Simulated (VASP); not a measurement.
# MnHg (P4/mmm) in VASP: a series of runs

Runs on MnHg. Level: r2SCAN. Tasks: single point.

All numbers are computed with VASP 6.6.1; they aren't measurements. Logs are shortened: lines on timing, memory, paths and dates and some standing lists are left out, and cuts for length are marked.

## Step 1: Starting point

The structure is tetragonal, space group P4/mmm (No. 123). Conventional cell: a = 3.288 Å, b = 3.288 Å, c = 3.313 Å, α = 90.00°, β = 90.00°, γ = 90.00°. Hg (site symmetry 4/mmm) has 8 Mn at 2.85 Å as nearest neighbours. Mn (site symmetry 4/mmm) has 8 Hg at 2.85 Å as nearest neighbours.

## Step 2: Single point, r2SCAN, collinear spin, ferromagnetic start

Contents of INCAR:

```
  PREC = Accurate
  ENCUT = 350
  EDIFF = 1E-6
  ISMEAR = 1
  SIGMA = 0.2
  LREAL = F
  LASPH = T
  NELM = 100
  ALGO = Normal
  ISIF = 2
  LWAVE = F
  LCHARG = F
  ISPIN = 2
  MAGMOM = 0 4
  LORBIT = 11
  LMAXMIX = 4
  METAGGA = R2SCAN
  LMIXTAU = T
  NBANDS = 24
  ADDGRID = F
```

Contents of KPOINTS:

```
Automatic mesh
0
Gamma
  2 2 2
```

Contents of POSCAR:

```
MnHg
1.0
    3.2880000000      0.0000000000      0.0000000000
    0.0000000000      3.2880000000      0.0000000000
    0.0000000000      0.0000000000      3.3130000000
Hg Mn
1 1
Direct
    0.0000000000      0.0000000000      0.0000000000
    0.5000000000      0.5000000000      0.5000000000
```

Potentials or basis: VASP PAW PBE potentials, release 64 (Hg, Mn_pv).

The run is started by

```console
$ cat potpaw_PBE.64/Hg/POTCAR potpaw_PBE.64/Mn_pv/POTCAR > POTCAR
$ mpirun -np 1 vasp_std > vasp.out
```

OUTCAR:

```text
PREC = Accurate
   ENCUT = 350
   EDIFF = 1E-6
   ISMEAR = 1
   LREAL = F
   LASPH = T
   NELM = 100
   ISIF = 2
   ISPIN = 2
   LORBIT = 11
   METAGGA = R2SCAN

 Found      6 irreducible k-points:

 Following reciprocal coordinates:
            Coordinates               Weight
  0.000000  0.000000  0.000000      1.000000
  0.500000  0.000000  0.000000      2.000000
  0.500000  0.500000  0.000000      1.000000
  0.000000  0.000000  0.500000      1.000000
  0.500000  0.000000  0.500000      2.000000
  0.500000  0.500000  0.500000      1.000000
   k-points           NKPTS =      6   k-points in BZ     NKDIM =      6   number of bands    NBANDS=     24
   number of dos      NEDOS =    301   number of ions     NIONS =      2
   total plane-waves  NPLWV =   8000
   dimension x,y,z NGX =    20 NGY =   20 NGZ =   20
   dimension x,y,z NGXF=    40 NGYF=   40 NGZF=   40
   ions per type =               1   1
   NGX,Y,Z   is equivalent  to a cutoff of  10.11, 10.11, 10.04 a.u.
   NGXF,Y,Z  is equivalent  to a cutoff of  20.22, 20.22, 20.07 a.u.
 SYSTEM =  unknown system
   PREC   = accura    normal or accurate (medium, high low for compatibility)
   ISTART =      0    job   : 0-new  1-cont  2-samecut
   ICHARG =      2    charge: 1-file 2-atom 10-const
   ISPIN  =      2    spin polarized calculation?
   LNONCOLLINEAR =      F non collinear calculations
   LSORBIT =      F    spin-orbit coupling
   LASPH  =      T    aspherical Exc in radial PAW
   ENCUT  =  350.0 eV  25.72 Ry    5.07 a.u.   5.02  5.02  5.05*2*pi/ulx,y,z
   NELM   =    100;   NELMIN=  2; NELMDL= -5     # of ELM steps
   EDIFF  = 0.1E-05   stopping-criterion for ELM
   LREAL  =      F    real-space projection
   EDIFFG = 0.1E-04   stopping-criterion for IOM
   NSW    =      0    number of steps for IOM
   IBRION =     -1    ionic relax: 0-MD 1-quasi-New 2-CG
   NFREE  =      0    steps in history (QN), initial steepest desc. (CG)
   ISIF   =      2    stress and relaxation
   ISYM   =      2    0-nonsym 1-usesym 2-fastsym
   POTIM  = 0.5000    time-step for ionic-motion
   TEBEG  =    0.0;   TEEND  =   0.0 temperature during run
   PSTRESS=    0.0 pullay stress
   NELECT =      25.0000    total number of electrons
   NUPDOWN=      -1.0000    fix difference up-down
   EMIN   =  10.00;   EMAX   =-10.00  energy-range for DOS
   EFERMI =   0.00;   METHOD = LEGACY
   ISMEAR =     1;   SIGMA  =   0.20  broadening in eV -4-tet -1-fermi 0-gaus
   EFERMI_NEDOS =   21; number of points for ismear=-14 and -15
   IALGO  =     38    algorithm
   IMIX   =      4    mixing-type and parameters
     AMIX     =   0.40;   BMIX     =  1.00
     AMIX_MAG =   1.60;   BMIX_MAG =  1.00
  volume/ion in A,a.u.               =      17.91       120.85
  Fermi-wavevector in a.u.,A,eV,Ry     =   1.452200  2.744260 28.693127  2.108885
  Thomas-Fermi vector in A             =   2.569610
   LORBIT       =     11    0 simple, 1 ext, 2 COOP (PROOUT), +10 PAW based schemes
   METAGGA = R2SCAN    functional components
   LHFCALC =     F    Hartree Fock is set to
   AEXX    =    0.0000 exact exchange contribution
   IVDW    =     0    specifies the selected vdW correction
   LEPSILON=     F    determine dielectric tensor
   LRPA    =     F    only Hartree local field effects (RPA)
 spin polarized calculation
 Methfessel and Paxton  Order N= 1 SIGMA  =   0.20
  energy-cutoff  :      350.00
  volume of cell :       35.82
 maximum number of plane-waves:       552
   NGX = 11   NGY = 11   NGZ = 11

 number of electron      24.9999942 magnetization       4.2810552

 Free energy of the ion-electron system (eV)
  ---------------------------------------------------
  ext. energy  EPLUGINS =         0.00000000
  ---------------------------------------------------
  free energy    TOTEN  =       -64.40329826 eV

  energy without entropy =      -64.41411890  energy(sigma->0) =      -64.40690514

 E-fermi :   4.0691     XC(G=0): -12.8525

 val. band max:        3.9534576624   @ k =   0.5000   0.5000   0.0000
 cond. band min:       5.6757462386   @ k =   0.5000   0.0000   0.5000
 fundamental gap:      1.7222885762
 Fermi energy:         4.0690610454

 spin component 1

 k-point     1 :       0.0000    0.0000    0.0000
  band No.  band energies     occupation
      1     -48.1342      1.00000
      2     -48.1310      1.00000
      3     -48.1310      1.00000
      4      -4.6005      1.00000
      5      -3.0742      1.00000
      6      -3.0574      1.00000
[... 16 lines left out ...]
     23      23.5386      0.00000
     24      27.4814      0.00000

 k-point     2 :       0.5000    0.0000    0.0000
  band No.  band energies     occupation
      1     -48.1485      1.00000
      2     -48.1332      1.00000
      3     -48.1300      1.00000
      4      -2.8968      1.00000
      5      -2.6617      1.00000
      6      -2.1465      1.00000
[... 16 lines left out ...]
     23      19.8081      0.00000
     24      28.6049      0.00000

 k-point     3 :       0.5000    0.5000    0.0000
  band No.  band energies     occupation
      1     -48.1466      1.00000
      2     -48.1466      1.00000
      3     -48.1318      1.00000
      4      -3.3368      1.00000
      5      -2.8400      1.00000
      6      -2.3937      1.00000
[... 16 lines left out ...]
     23      23.3605      0.00000
     24      23.8080      0.00000

 k-point     4 :       0.0000    0.0000    0.5000
  band No.  band energies     occupation
      1     -48.1503      1.00000
      2     -48.1300      1.00000
      3     -48.1300      1.00000
      4      -2.9240      1.00000
      5      -2.6870      1.00000
      6      -2.1150      1.00000
[... 16 lines left out ...]
     23      19.8548      0.00000
     24      28.5976      0.00000

 k-point     5 :       0.5000    0.0000    0.5000
  band No.  band energies     occupation
      1     -48.1481      1.00000
      2     -48.1467      1.00000
      3     -48.1287      1.00000
      4      -3.3342      1.00000
      5      -2.8740      1.00000
      6      -2.3666      1.00000
[... 16 lines left out ...]
     23      23.5275      0.00000
     24      23.9141      0.00000

 k-point     6 :       0.5000    0.5000    0.5000
  band No.  band energies     occupation
      1     -48.1472      1.00000
      2     -48.1458      1.00000
      3     -48.1458      1.00000
      4      -2.8679      1.00000
      5      -2.8548      1.00000
      6      -2.8548      1.00000
[... 16 lines left out ...]
     23      34.0077      0.00000
     24      34.0077      0.00000
 Fermi energy:         4.0690610454

 spin component 2

 k-point     1 :       0.0000    0.0000    0.0000
  band No.  band energies     occupation
      1     -42.2145      1.00000
      2     -42.2111      1.00000
      3     -42.2111      1.00000
      4      -4.5678      1.00000
      5      -3.0527      1.00000
      6      -3.0474      1.00000
[... 16 lines left out ...]
     23      23.7047      0.00000
     24      29.2139      0.00000

 k-point     2 :       0.5000    0.0000    0.0000
  band No.  band energies     occupation
      1     -42.2346      1.00000
      2     -42.2131      1.00000
      3     -42.2096      1.00000
      4      -3.0750      1.00000
      5      -2.7983      1.00000
      6      -2.1708      1.00000
[... 16 lines left out ...]
     23      19.7161      0.00000
     24      29.9589      0.00000

 k-point     3 :       0.5000    0.5000    0.0000
  band No.  band energies     occupation
      1     -42.2315      1.00000
      2     -42.2315      1.00000
      3     -42.2111      1.00000
      4      -3.2062      1.00000
      5      -2.8323      1.00000
      6      -2.2400      1.00000
[... 16 lines left out ...]
     23      24.2358      0.00000
     24      24.6171      0.00000

 k-point     4 :       0.0000    0.0000    0.5000
  band No.  band energies     occupation
      1     -42.2367      1.00000
      2     -42.2096      1.00000
      3     -42.2096      1.00000
      4      -3.1011      1.00000
      5      -2.8145      1.00000
      6      -2.1417      1.00000
[... 16 lines left out ...]
     23      19.8090      0.00000
     24      30.0989      0.00000

 k-point     5 :       0.5000    0.0000    0.5000
  band No.  band energies     occupation
      1     -42.2332      1.00000
      2     -42.2317      1.00000
      3     -42.2076      1.00000
      4      -3.1935      1.00000
      5      -2.8524      1.00000
      6      -2.2194      1.00000
[... 16 lines left out ...]
     23      24.3640      0.00000
     24      24.8763      0.00000

 k-point     6 :       0.5000    0.5000    0.5000
  band No.  band energies     occupation
      1     -42.2318      1.00000
      2     -42.2302      1.00000
      3     -42.2302      1.00000
      4      -2.8904      1.00000
      5      -2.8703      1.00000
      6      -2.8703      1.00000
[... 16 lines left out ...]
     23      34.2308      0.00000
     24      34.3677      0.00000

------------------------ aborting loop because EDIFF is reached ----------------------------------------

  FORCE on cell =-STRESS in cart. coord.  units (eV):
  Direction    XX          YY          ZZ          XY          YZ          ZX
  --------------------------------------------------------------------------------------
  -------------------------------------------------------------------------------------
  Total       -0.5253890     -0.5253890     -0.6902690      0.0000000      0.0000000      0.0000000
  in kB      -23.5020906    -23.5020906    -30.8776278      0.0000000      0.0000000      0.0000000
  external PRESSURE =     -25.9606030 kB  Pullay stress =       0.0000000 kB

 VOLUME and BASIS-vectors are now :
 -----------------------------------------------------------------------------
  energy-cutoff  :      350.00
  volume of cell :       35.82
      direct lattice vectors                 reciprocal lattice vectors
     3.288000000  0.000000000  0.000000000     0.304136253  0.000000000  0.000000000
     0.000000000  3.288000000  0.000000000     0.000000000  0.304136253  0.000000000
     0.000000000  0.000000000  3.313000000     0.000000000  0.000000000  0.301841232

 POSITION                                       TOTAL-FORCE (eV/Angst)
 -----------------------------------------------------------------------------------
      0.00000      0.00000      0.00000         0.000000      0.000000      0.000000
      1.64400      1.64400      1.65650         0.000000      0.000000      0.000000
 -----------------------------------------------------------------------------------
    total drift:                               -0.000000      0.000000      0.000000

  FREE ENERGIE OF THE ION-ELECTRON SYSTEM (eV)
  ---------------------------------------------------
  free  energy   TOTEN  =       -64.4032982639 eV

  energy  without entropy=      -64.4141189050  energy(sigma->0) =      -64.40690514

 total charge

# of ion       s       p       d       tot
------------------------------------------
    1        0.719   0.672   9.217  10.608
    2        0.248   6.257   4.779  11.284
--------------------------------------------------
tot          0.968   6.928  13.996  21.892

 magnetization (x)

# of ion       s       p       d       tot
------------------------------------------
    1       -0.113  -0.062   0.046  -0.129
    2        0.034   0.047   4.175   4.256
--------------------------------------------------
tot         -0.079  -0.015   4.221   4.127
```

Run time: 38 s. Hardware: 1 thread of Intel Xeon Platinum 8259CL at 2.50GHz (Skylake/Cascade Lake), shared host; peak memory 0.14 GiB.

The run converged, but some of its settings lie outside the range that counts as converged, so its numbers aren't taken as properties of the crystal.

What came out:

| Property | Result |
| --- | --- |
| Free energy | -64.4033 eV |
| Pressure | -2.6 GPa |
| Band gap on the k mesh | none (metal or under the smearing width) |
| Net moment | 4.28 μB per cell |
| Site moments | Hg -0.13; Mn +4.26 μB |
| Valence electrons inside the program's atomic spheres | Hg 10.61; Mn 11.28 |

Caveat: the k mesh is coarse (spacing up to 0.96 Å⁻¹), so the values aren't converged; the PAW data sets were made with another functional, which shifts forces and pressure a little.

## Step 3: Single point, r2SCAN, collinear spin, ferromagnetic start

INCAR is that of step 2.

KPOINTS is that of step 2.

Contents of POSCAR:

```
MnHg
1.0
    3.2880000000      0.0000000000      0.0000000000
    0.0000000000      3.2880000000      0.0000000000
    0.0000000000      0.0000000000      3.3130000000
Hg Mn
1 1
Direct
    0.0037350000      0.0043450000     -0.0026990000
    0.4987650000      0.4794400000      0.4654080000
```

Potentials or basis: VASP PAW PBE potentials, release 64 (Hg, Mn_pv).

The run is started by

```console
$ cat potpaw_PBE.64/Hg/POTCAR potpaw_PBE.64/Mn_pv/POTCAR > POTCAR
$ mpirun -np 1 vasp_std > vasp.out
```

It took 37 s on 1 thread of Intel Xeon Platinum 8259CL at 2.50GHz (Skylake/Cascade Lake), shared host; peak memory 0.14 GiB.

The run converged, but some of its settings lie outside the range that counts as converged, so its numbers aren't taken as properties of the crystal.

What came out:

```yaml
Free_energy: -64.3764 eV
Pressure: -1.7 GPa
Largest_force: 0.406 eV/Å
Band_gap_on_the_k_mesh: none (metal or under the smearing width)
Net_moment: 4.28 μB per cell
Site_moments: Hg -0.13; Mn +4.25 μB
Valence_electrons_inside_the_program's_atomic_spheres: Hg 10.62; Mn 11.29
```

Caveat: the k mesh is coarse (spacing up to 0.96 Å⁻¹), so the values aren't converged; the PAW data sets were made with another functional, which shifts forces and pressure a little.

## Step 4: Single point, r2SCAN, collinear spin, ferromagnetic start

INCAR, as its differences from that of step 3:

```diff
@@ -1,3 +1,3 @@
   PREC = Accurate
-  ENCUT = 350
+  ENCUT = 400
   EDIFF = 1E-6
```

KPOINTS is that of step 3.

Contents of POSCAR:

```
MnHg
1.0
    3.2880000000      0.0000000000      0.0000000000
    0.0000000000      3.2880000000      0.0000000000
    0.0000000000      0.0000000000      3.3130000000
Hg Mn
1 1
Direct
    0.0000000000      0.0000000000      0.0000000000
    0.5000000000      0.5000000000      0.5000000000
```

The run is started by

```console
$ cat potpaw_PBE.64/Hg/POTCAR potpaw_PBE.64/Mn_pv/POTCAR > POTCAR
$ mpirun -np 1 vasp_std > vasp.out
```

Run time: 36 s. Hardware: 1 thread of Intel Xeon Platinum 8259CL at 2.50GHz (Skylake/Cascade Lake), shared host; peak memory 0.15 GiB.

The run converged, but some of its settings lie outside the range that counts as converged, so its numbers aren't taken as properties of the crystal.

What came out:

```
Free energy                                           : -64.3953 eV
Pressure                                              : -2.5 GPa
Band gap on the k mesh                                : none (metal or under the smearing width)
Net moment                                            : 4.28 μB per cell
Site moments                                          : Hg -0.13; Mn +4.26 μB
Valence electrons inside the program's atomic spheres : Hg 10.61; Mn 11.29
```

Caveat: the k mesh is coarse (spacing up to 0.96 Å⁻¹), so the values aren't converged; the PAW data sets were made with another functional, which shifts forces and pressure a little.

## Step 5: Single point, r2SCAN, collinear spin, ferromagnetic start

INCAR is that of step 4.

KPOINTS is that of step 4.

Contents of POSCAR:

```
MnHg
1.0
    3.2880000000      0.0000000000      0.0000000000
    0.0000000000      3.2880000000      0.0000000000
    0.0000000000      0.0000000000      3.3130000000
Hg Mn
1 1
Direct
    0.0037350000      0.0043450000     -0.0026990000
    0.4987650000      0.4794400000      0.4654080000
```

The run is started by

```console
$ cat potpaw_PBE.64/Hg/POTCAR potpaw_PBE.64/Mn_pv/POTCAR > POTCAR
$ mpirun -np 1 vasp_std > vasp.out
```

It took 56 s on 1 thread of Intel Xeon Platinum 8259CL at 2.50GHz (Skylake/Cascade Lake), shared host; peak memory 0.15 GiB.

These settings aren't checked as converged: the numbers below hold their error.

Results:

```
Free energy                                           : -64.3696 eV
Pressure                                              : -1.6 GPa
Largest force                                         : 0.389 eV/Å
Band gap on the k mesh                                : none (metal or under the smearing width)
Net moment                                            : 4.28 μB per cell
Site moments                                          : Hg -0.13; Mn +4.25 μB
Valence electrons inside the program's atomic spheres : Hg 10.62; Mn 11.29
```

Caveat: the k mesh is coarse (spacing up to 0.96 Å⁻¹), so the values aren't converged; the PAW data sets were made with another functional, which shifts forces and pressure a little.
